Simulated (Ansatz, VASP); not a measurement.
# Cross-check of NaF (Villiaumite) between VASP and Ansatz

Aim: how closely do two programs agree when they are given the same cell, functional and k mesh? The cell is taken from a series of runs on this material, whose earlier steps may have relaxed, scaled, displaced or heated it; both programs get it as it stands.

Program: Ansatz 0.2.0. Level of theory: plane waves, with VASP 6.6.1 beside it; zone-centre phonons at PBEsol. Results are calculated unless marked as measured.

**1. Set-up**

The structure is cubic, space group Fm-3m (No. 225). Conventional cell: a = 4.675 Å, b = 4.675 Å, c = 4.675 Å, α = 90.00°, β = 90.00°, γ = 90.00°. Nearest to Na lie 6 F at 2.34 Å. F has 6 Na at 2.34 Å nearest. Farther neighbours and most contacts between anions are not listed.

Structure file:

```cif
data_structure
_symmetry_space_group_name_H-M 'Fm-3m'
_symmetry_Int_Tables_number 225
_cell_length_a 4.6750
_cell_length_b 4.6750
_cell_length_c 4.6750
_cell_angle_alpha 90.000
_cell_angle_beta 90.000
_cell_angle_gamma 90.000
_cell_volume 102.18
loop_
_atom_site_label
_atom_site_type_symbol
_atom_site_symmetry_multiplicity
_atom_site_Wyckoff_symbol
_atom_site_fract_x
_atom_site_fract_y
_atom_site_fract_z
_atom_site_occupancy
Na1 Na 4 a 0.00000 0.00000 0.00000 1
F1 F 4 b 0.50000 0.00000 0.00000 1
```

**2. VASP: zone-centre phonons, PBEsol**

Second derivatives magnify differences that forces hide, and they need a tight electronic threshold.

Lines of VASP's logs that name or quote its potential files are left out, and so is its time.

Input file INCAR:

```
SYSTEM = NaF
PREC = Accurate
ENCUT = 600
EDIFF = 1E-08
NELM = 120
ISMEAR = 0
SIGMA = 0.01
LREAL = .FALSE.
ALGO = Normal
GGA = PS
NBANDS = 13
LORBIT = 11
LWAVE = .FALSE.
LCHARG = .FALSE.
ISIF = 2
IBRION = 8
LEPSILON = .TRUE.
LASPH = .TRUE.
GGA_COMPAT = .FALSE.
EFERMI = MIDGAP
KPAR = 2
```

Input file POSCAR:

```
NaF
1.0
    0.0000000000      2.3375089916      2.3375089916
    2.3375089916      0.0000000000      2.3375089916
    2.3375089916      2.3375089916      0.0000000000
Na F
1 1
Direct
    0.0000000000      0.0000000000      0.0000000000
    0.5000000000      0.5000000000      0.5000000000
```

Input file KPOINTS:

```
Automatic mesh
0
Gamma
8 8 8
0 0 0
```

Potentials, in the order of the species: Na_pv and F (PBE family, release 64).

Launch:

```
> mpirun -np 2 vasp_std
```

Numbers of over 12 decimals in the logs are rounded to 6 here.

What it wrote:

```text
[banner, memory and clock lines left out]
running    2 mpi-ranks, on    1 nodes
 distrk:  each k-point on    1 cores,    2 groups
 distr:  one band on    1 cores,    1 groups

 POSCAR found type information on POSCAR NaF
 POSCAR found :  2 types and       2 ions
|                                                                             |
|               ----> ADVICE to this user running VASP <----                  |
|                                                                             |
|     You enforced a specific xc type in the INCAR file but a different       |
|     [... a line on the potential file left out ...]
|     I HOPE YOU KNOW WHAT YOU ARE DOING!                                     |
|                                                                             |

 LDA part: xc-table for (Slater+PW92), standard interpolation
 POSCAR, INCAR and KPOINTS ok, starting setup
 FFT: planning ... GRIDC
 FFT: planning ... GRID_SOFT
 FFT: planning ... GRID
 WAVECAR not read
 entering main loop
       N       E                     dE             d eps       ncg     rms          rms(c)
DAV:   1     0.113456594984E+03    0.11346E+03   -0.84560E+03   772   0.142E+03
DAV:   2    -0.342172876949E+01   -0.11688E+03   -0.10763E+03   824   0.366E+02
DAV:   3    -0.949032177656E+01   -0.60686E+01   -0.60514E+01   944   0.778E+01
DAV:   4    -0.954171451650E+01   -0.51393E-01   -0.51391E-01   819   0.782E+00
DAV:   5    -0.954229370327E+01   -0.57919E-03   -0.57918E-03   949   0.825E-01    0.491E+00
DAV:   6    -0.878494900378E+01    0.75734E+00   -0.28063E+00   884   0.154E+01    0.184E+00
DAV:   7    -0.876922689322E+01    0.15722E-01   -0.30466E-02   774   0.226E+00    0.103E+00
DAV:   8    -0.876800637068E+01    0.12205E-02   -0.27337E-02   784   0.390E+00    0.151E-01
DAV:   9    -0.876858065657E+01   -0.57429E-03   -0.46167E-03   889   0.697E-01    0.119E-01
DAV:  10    -0.876845355902E+01    0.12710E-03   -0.11380E-03   829   0.381E-01    0.207E-02
DAV:  11    -0.876845322855E+01    0.33048E-06   -0.59726E-05   824   0.155E-01    0.582E-03
DAV:  12    -0.876845375135E+01   -0.52280E-06   -0.64011E-06   899   0.335E-02    0.299E-03
DAV:  13    -0.876845375187E+01   -0.51409E-09   -0.10125E-06   799   0.100E-02    0.163E-03
DAV:  14    -0.876845370965E+01    0.42211E-07   -0.23299E-07   877   0.738E-03    0.713E-05
DAV:  15    -0.876845371380E+01   -0.41487E-08   -0.12897E-08   669   0.965E-04
   1 F= -.87684537E+01 E0= -.87684537E+01  d E =0.000000E+00
 Linear response reoptimize wavefunctions to high precision
DAV:   1    -0.876845371320E+01    0.60686E-09   -0.26757E-10   517   0.165E-04
DAV:   2    -0.876845371320E+01   -0.90949E-12   -0.17330E-11   437   0.473E-05
 Linear response G [H, r] |phi>, progress :
  Direction:   1
       N       E                     dE             d eps       ncg     rms
RMM:   1    -0.433208894793E+02   -0.43321E+02   -0.19241E+02  1268   0.113E+02
RMM:   2    -0.438515536846E+02   -0.53066E+00   -0.50499E+00  1381   0.221E+01
RMM:   3    -0.438603502940E+02   -0.87966E-02   -0.29225E-01  1426   0.511E+00
RMM:   4    -0.438609205338E+02   -0.57024E-03   -0.67572E-03  1457   0.672E-01
RMM:   5    -0.438609662935E+02   -0.45760E-04   -0.26003E-04  1500   0.138E-01
RMM:   6    -0.438609678189E+02   -0.15254E-05   -0.20795E-05  1500   0.246E-02
RMM:   7    -0.438609677369E+02    0.82044E-07   -0.11828E-05  1466   0.566E-03
RMM:   8    -0.438609678438E+02   -0.10693E-06   -0.12628E-05  1391   0.262E-03
RMM:   9    -0.438609677332E+02    0.11063E-06   -0.11327E-05  1218   0.187E-03
RMM:  10    -0.438609677252E+02    0.80025E-08   -0.11193E-05   999   0.184E-03
RMM:  11    -0.438609676630E+02    0.62146E-07   -0.10635E-05   906   0.180E-03
RMM:  12    -0.438609676703E+02   -0.73260E-08   -0.61946E-06   826   0.181E-03
 Linear response G [H, r] |phi>, progress :
  Direction:   2
       N       E                     dE             d eps       ncg     rms
RMM:   1    -0.432676343410E+02   -0.43268E+02   -0.16574E+02  1230   0.115E+02
RMM:   2    -0.435940131586E+02   -0.32638E+00   -0.52883E+00  1378   0.220E+01
RMM:   3    -0.435945897904E+02   -0.57663E-03   -0.27665E-01  1424   0.506E+00
RMM:   4    -0.435958114635E+02   -0.12217E-02   -0.87808E-03  1458   0.772E-01
RMM:   5    -0.435958708478E+02   -0.59384E-04   -0.24552E-04  1499   0.132E-01
RMM:   6    -0.435958739920E+02   -0.31442E-05   -0.13199E-05  1492   0.240E-02
RMM:   7    -0.435958739214E+02    0.70682E-07   -0.42645E-06  1462   0.584E-03
RMM:   8    -0.435958740281E+02   -0.10669E-06   -0.49574E-06  1372   0.226E-03
RMM:   9    -0.435958739228E+02    0.10529E-06   -0.39083E-06  1177   0.162E-03
RMM:  10    -0.435958739955E+02   -0.72755E-07   -0.46493E-06  1005   0.153E-03
RMM:  11    -0.435958739242E+02    0.71278E-07   -0.39883E-06   913   0.158E-03
[...]
RMM:   3    -0.418772289320E+02    0.22468E-01   -0.33010E-01  1409   0.469E+00
RMM:   4    -0.418759237491E+02    0.13052E-02   -0.68493E-03  1439   0.652E-01
RMM:   5    -0.418759551773E+02   -0.31428E-04   -0.29435E-04  1469   0.134E-01
RMM:   6    -0.418759565535E+02   -0.13762E-05   -0.11319E-05  1453   0.235E-02
RMM:   7    -0.418759566008E+02   -0.47244E-07   -0.39337E-06  1373   0.560E-03
RMM:   8    -0.418759566026E+02   -0.18502E-08   -0.37360E-06  1297   0.246E-03
[...]
RMM:   2    -0.637129257623E-01   -0.80764E-02   -0.39972E-03  2837   0.499E-01    0.378E-01
RMM:   3    -0.631806283563E-01    0.53230E-03   -0.89106E-04  2744   0.233E-01    0.227E-01
RMM:   4    -0.674636570551E-01   -0.42830E-02   -0.18252E-03  2735   0.345E-01    0.247E-02
RMM:   5    -0.681245994458E-01   -0.66094E-03   -0.49159E-05  2818   0.724E-02    0.408E-03
RMM:   6    -0.681956699477E-01   -0.71071E-04   -0.20053E-06  2874   0.121E-02    0.127E-03
RMM:   7    -0.681978215004E-01   -0.21516E-05   -0.60665E-08  2847   0.271E-03    0.207E-04
RMM:   8    -0.682024117102E-01   -0.45902E-05   -0.77284E-09  2918   0.582E-04    0.390E-05
RMM:   9    -0.682022010255E-01    0.21068E-06   -0.24647E-09  2554   0.185E-04    0.204E-05
RMM:  10    -0.682021684045E-01    0.32621E-07   -0.21066E-09  1851   0.762E-05    0.276E-06
 change of polarisation eV/A/(eV/A) component  1 :     0.124     0.015     0.006
 dielectric tensor                  component  1 :     1.876     0.109     0.039
 Linear response to external field, progress :
  Direction:   2
       N       E                     dE             d eps       ncg     rms          rms(c)
RMM:   1    -0.556130098171E-01   -0.55613E-01   -0.82112E-02  1962   0.335E+00
RMM:   2    -0.637122493798E-01   -0.80992E-02   -0.40102E-03  2841   0.503E-01    0.378E-01
RMM:   3    -0.631785461023E-01    0.53370E-03   -0.89254E-04  2747   0.233E-01    0.227E-01
RMM:   4    -0.674628636186E-01   -0.42843E-02   -0.18233E-03  2732   0.345E-01    0.247E-02
RMM:   5    -0.681250044744E-01   -0.66214E-03   -0.49589E-05  2825   0.724E-02    0.424E-03
RMM:   6    -0.681952160146E-01   -0.70212E-04   -0.19343E-06  2867   0.120E-02    0.126E-03
RMM:   7    -0.681980654114E-01   -0.28494E-05   -0.63579E-08  2853   0.268E-03    0.192E-04
RMM:   8    -0.682023010211E-01   -0.42356E-05   -0.65528E-09  2915   0.567E-04    0.384E-05
RMM:   9    -0.682021471487E-01    0.15387E-06   -0.15707E-09  2557   0.179E-04    0.205E-05
RMM:  10    -0.682021081079E-01    0.39041E-07   -0.13015E-09  1848   0.728E-05    0.273E-06
 change of polarisation eV/A/(eV/A) component  2 :     0.010     0.124    -0.005
 dielectric tensor                  component  2 :     0.072     1.876    -0.036
 Linear response to external field, progress :
  Direction:   3
       N       E                     dE             d eps       ncg     rms          rms(c)
RMM:   1    -0.556214943918E-01   -0.55621E-01   -0.82197E-02  1960   0.335E+00
RMM:   2    -0.637122622553E-01   -0.80908E-02   -0.40091E-03  2844   0.503E-01    0.378E-01
RMM:   3    -0.631783353933E-01    0.53393E-03   -0.89249E-04  2746   0.233E-01    0.227E-01
RMM:   4    -0.674628981256E-01   -0.42846E-02   -0.18233E-03  2730   0.345E-01    0.247E-02
RMM:   5    -0.681249940863E-01   -0.66210E-03   -0.49585E-05  2828   0.724E-02    0.424E-03
RMM:   6    -0.681952129916E-01   -0.70219E-04   -0.19340E-06  2865   0.120E-02    0.126E-03
RMM:   7    -0.681980671610E-01   -0.28542E-05   -0.63569E-08  2851   0.268E-03    0.192E-04
RMM:   8    -0.682023020866E-01   -0.42349E-05   -0.65562E-09  2918   0.567E-04    0.384E-05
RMM:   9    -0.682021476032E-01    0.15448E-06   -0.15745E-09  2552   0.179E-04    0.205E-05
RMM:  10    -0.682021085563E-01    0.39047E-07   -0.12960E-09  1862   0.728E-05    0.273E-06
 change of polarisation eV/A/(eV/A) component  3 :    -0.001     0.004     0.124
 dielectric tensor                  component  3 :    -0.005     0.031     1.876
 Linear response DOF=           2
 Linear response progress:
  Degree of freedom:   1/  2
       N       E                     dE             d eps       ncg     rms          rms(c)
RMM:   1    -0.157892420928E+00   -0.15789E+00   -0.31040E-01  1614   0.635E+00
RMM:   2    -0.161340545116E+00   -0.34481E-02   -0.13218E-02  2516   0.101E+00    0.133E-02
RMM:   3    -0.161438477445E+00   -0.97932E-04   -0.29800E-04  2784   0.151E-01    0.612E-03
RMM:   4    -0.161503823353E+00   -0.65346E-04   -0.20205E-05  2963   0.401E-02    0.196E-03
RMM:   5    -0.161525026508E+00   -0.21203E-04   -0.15220E-06  3075   0.994E-03    0.942E-04
RMM:   6    -0.161536160464E+00   -0.11134E-04   -0.22064E-07  3002   0.308E-03    0.731E-05
RMM:   7    -0.161537036820E+00   -0.87636E-06   -0.55587E-08  3131   0.110E-03    0.411E-05
RMM:   8    -0.161537584433E+00   -0.54761E-06   -0.18789E-08  3060   0.478E-04    0.822E-06
RMM:   9    -0.161537647189E+00   -0.62756E-07   -0.73144E-09  3233   0.247E-04    0.426E-06
RMM:  10    -0.161537678757E+00   -0.31569E-07    0.14296E-08  3081   0.145E-04    0.132E-06
RMM:  11    -0.161537691999E+00   -0.13242E-07    0.44938E-08  3097   0.103E-04    0.475E-07
RMM:  12    -0.161537695697E+00   -0.36972E-08    0.43808E-08  2360   0.825E-05    0.466E-07
 first order change of Fermi-energy  -0.40886E-04
 force on displaced ion       1 direction 1 :  -1.992   0.000   0.000
 Born effective charge ion    1 direction 1 :   1.012   0.000   0.000
 Linear response progress:
  Degree of freedom:   2/  2
       N       E                     dE             d eps       ncg     rms          rms(c)
RMM:   1    -0.527335404840E+00   -0.52734E+00    0.63143E-01  2723   0.484E+00
RMM:   2    -0.524848260428E+00    0.24871E-02   -0.90993E-03  2834   0.931E-01    0.804E-02
RMM:   3    -0.526134687188E+00   -0.12864E-02   -0.44094E-04  2654   0.159E-01    0.456E-02
RMM:   4    -0.528011719443E+00   -0.18770E-02   -0.18384E-04  2546   0.985E-02    0.108E-02
RMM:   5    -0.528165215156E+00   -0.15350E-03   -0.58077E-06  2805   0.277E-02    0.303E-03
RMM:   6    -0.528038717702E+00    0.12650E-03   -0.66309E-07  2556   0.682E-03    0.735E-04
RMM:   7    -0.528022167552E+00    0.16550E-04   -0.80053E-08  2898   0.213E-03    0.187E-04
RMM:   8    -0.528031415946E+00   -0.92484E-05   -0.39710E-08  2613   0.622E-04    0.278E-05
RMM:   9    -0.528031358064E+00    0.57882E-07   -0.36162E-08  2968   0.255E-04    0.661E-06
RMM:  10    -0.528031371339E+00   -0.13275E-07   -0.36226E-08  2855   0.153E-04    0.238E-06
RMM:  11    -0.528031330680E+00    0.40659E-07   -0.36313E-08  2976   0.139E-04    0.120E-06
RMM:  12    -0.528031307679E+00    0.23002E-07   -0.36614E-08  2651   0.135E-04    0.100E-07
RMM:  13    -0.528031307028E+00    0.65022E-09   -0.38321E-08  1658   0.133E-04    0.740E-08
 first order change of Fermi-energy   0.80326E-03
 force on displaced ion       2 direction 1 :  -1.988   0.000   0.000
 Born effective charge ion    2 direction 1 :  -1.012   0.000   0.000
 Born effective charges drift removed
 Linear response finished
```

From OUTCAR (step 2):

```text
ion  position               nearest neighbor table
   1  0.000  0.000  0.000-   2 2.34   2 2.34   2 2.34   2 2.34   2 2.34   2 2.34
   2  0.500  0.500  0.500-   1 2.34   1 2.34   1 2.34   1 2.34   1 2.34   1 2.34

  LATTYP: Found a face centered cubic cell.
 ALAT       =     4.6750179832

 Subroutine GETGRP returns: Found 48 space group operations
 (whereof 48 operations were pure point group operations)

The static configuration has the point symmetry O_h .

 Found     29 irreducible k-points:

   k-points           NKPTS =     29   k-points in BZ     NKDIM =     29   number of bands    NBANDS=     13

   dimension x,y,z NGX =    28 NGY =   28 NGZ =   28
   dimension x,y,z NGXF=    56 NGYF=   56 NGZF=   56

   ENCUT  =  600.0 eV  44.10 Ry    6.64 a.u.   6.60  6.60  6.60*2*pi/ulx,y,z

   NELECT =      14.0000    total number of electrons

 k-points in reciprocal lattice and weights: Automatic mesh
   0.00000000  0.00000000  0.00000000       0.002
   0.12500000  0.00000000  0.00000000       0.016
   0.25000000  0.00000000  0.00000000       0.016
   0.37500000  0.00000000  0.00000000       0.016
   0.50000000  0.00000000  0.00000000       0.008
   0.12500000  0.12500000  0.00000000       0.012
   0.25000000  0.12500000  0.00000000       0.047
   0.37500000  0.12500000  0.00000000       0.047
   0.50000000  0.12500000  0.00000000       0.047
[...]
-0.37500000  0.50000000  0.12500000       0.023
  -0.25000000  0.50000000  0.25000000       0.012

 average (electrostatic) potential at core
       1 -46.8467       2 -77.4288

  Total       -0.2348031     -0.2348031     -0.2348031     -0.0000000     -0.0000000     -0.0000000
  in kB      -14.7273454    -14.7273454    -14.7273454     -0.0000000     -0.0000000     -0.0000000
  external PRESSURE =     -14.7273454 kB  Pullay stress =       0.0000000 kB

  energy-cutoff  :      600.00
  volume of cell :       25.54
      direct lattice vectors                 reciprocal lattice vectors
     0.000000000  2.337508992  2.337508992    -0.213902921  0.213902921  0.213902921
     2.337508992  0.000000000  2.337508992     0.213902921 -0.213902921  0.213902921
     2.337508992  2.337508992  0.000000000     0.213902921  0.213902921 -0.213902921

 POSITION                                       TOTAL-FORCE (eV/Angst)
 -----------------------------------------------------------------------------------
      0.00000      0.00000      0.00000         0.000000     -0.000000     -0.000000
      2.33751      2.33751      2.33751         0.000000      0.000000      0.000000
 -----------------------------------------------------------------------------------
    total drift:                                0.000000      0.000000      0.000000

 MACROSCOPIC STATIC DIELECTRIC TENSOR (including local field effects in DFT)
 ------------------------------------------------------
           1.876280     0.000000    -0.000000
           0.000000     1.876280    -0.000000
           0.000000     0.000000     1.876280
 ------------------------------------------------------

 PIEZOELECTRIC TENSOR (including local field effects)  for field in x, y, z        (C/m^2)
          XX          YY          ZZ          XY          YZ          ZX
  --------------------------------------------------------------------------------
  x     0.00000     0.00000     0.00000     0.00000     0.00000     0.00000
  y     0.00000     0.00000     0.00000     0.00000     0.00000     0.00000
  z     0.00000     0.00000     0.00000     0.00000     0.00000     0.00000

 BORN EFFECTIVE CHARGES (including local field effects) (in |e|, cummulative output)
 ---------------------------------------------------------------------------------
 ion    1
    1     1.01202     0.00000     0.00000
    2     0.00000     1.01202     0.00000
    3     0.00000     0.00000     1.01202
 ion    2
    1    -1.01202     0.00000     0.00000
    2     0.00000    -1.01202     0.00000
    3     0.00000     0.00000    -1.01202

 Eigenvectors and eigenvalues of the dynamical matrix
 ----------------------------------------------------

   1 f  =    6.837303 THz    42.960042 2PiTHz  228.067881 cm-1    28.276801 meV
             X         Y         Z           dx          dy          dz
      0.000000  0.000000  0.000000     0.000000    0.673096    0.000000
      2.337509  2.337509  2.337509     0.000000   -0.739555    0.000000

   2 f  =    6.837303 THz    42.960042 2PiTHz  228.067881 cm-1    28.276801 meV
             X         Y         Z           dx          dy          dz
      0.000000  0.000000  0.000000    -0.673096    0.000000    0.000000
      2.337509  2.337509  2.337509     0.739555    0.000000    0.000000

   3 f  =    6.837303 THz    42.960042 2PiTHz  228.067881 cm-1    28.276801 meV
             X         Y         Z           dx          dy          dz
      0.000000  0.000000  0.000000     0.000000    0.000000   -0.673096
      2.337509  2.337509  2.337509     0.000000    0.000000    0.739555

   4 f/i=    0.004089 THz     0.025691 2PiTHz    0.136390 cm-1     0.016910 meV
             X         Y         Z           dx          dy          dz
      0.000000  0.000000  0.000000     0.739555    0.000000    0.000000
      2.337509  2.337509  2.337509     0.673096    0.000000    0.000000

   5 f/i=    0.004089 THz     0.025691 2PiTHz    0.136390 cm-1     0.016910 meV
             X         Y         Z           dx          dy          dz
      0.000000  0.000000  0.000000     0.000000   -0.739555    0.000000
      2.337509  2.337509  2.337509     0.000000   -0.673096    0.000000

   6 f/i=    0.004089 THz     0.025691 2PiTHz    0.136390 cm-1     0.016910 meV
             X         Y         Z           dx          dy          dz
      0.000000  0.000000  0.000000     0.000000    0.000000    0.739555
      2.337509  2.337509  2.337509     0.000000    0.000000    0.673096

 MACROSCOPIC STATIC DIELECTRIC TENSOR IONIC CONTRIBUTION
 ------------------------------------------------------
           3.645966     0.000000     0.000000
           0.000000     3.645966     0.000000
           0.000000     0.000000     3.645966
 ------------------------------------------------------

 ELASTIC MODULI CONTR FROM IONIC RELAXATION (kBar)
 Direction    XX          YY          ZZ          XY          YZ          ZX
 --------------------------------------------------------------------------------
 XX           0.0000      0.0000      0.0000      0.0000      0.0000      0.0000
 YY           0.0000      0.0000      0.0000      0.0000      0.0000      0.0000
 ZZ           0.0000      0.0000      0.0000      0.0000      0.0000      0.0000
 XY           0.0000      0.0000      0.0000      0.0000      0.0000      0.0000
 YZ           0.0000      0.0000      0.0000      0.0000      0.0000      0.0000
 ZX           0.0000      0.0000      0.0000      0.0000      0.0000      0.0000
 --------------------------------------------------------------------------------

 PIEZOELECTRIC TENSOR IONIC CONTR  for field in x, y, z        (C/m^2)
          XX          YY          ZZ          XY          YZ          ZX
  --------------------------------------------------------------------------------
  x     0.00000     0.00000     0.00000     0.00000     0.00000     0.00000
  y     0.00000     0.00000     0.00000     0.00000     0.00000     0.00000
  z     0.00000     0.00000     0.00000     0.00000     0.00000     0.00000
```

(Part 1 of 2 ends here.)

[Lines on the potential files, build, host, timing and source positions are cut from VASP's logs without a mark.]

[Logs are printed without paths, hosts, clocks, repeated set-up lines and the standing remarks that a program may print on its own settings, such as how far it seeks lower states.]

[Hosts, paths, dates, database ids (printed as entryN), source tags and the programs' standing remarks are cut or masked in the printed files.]
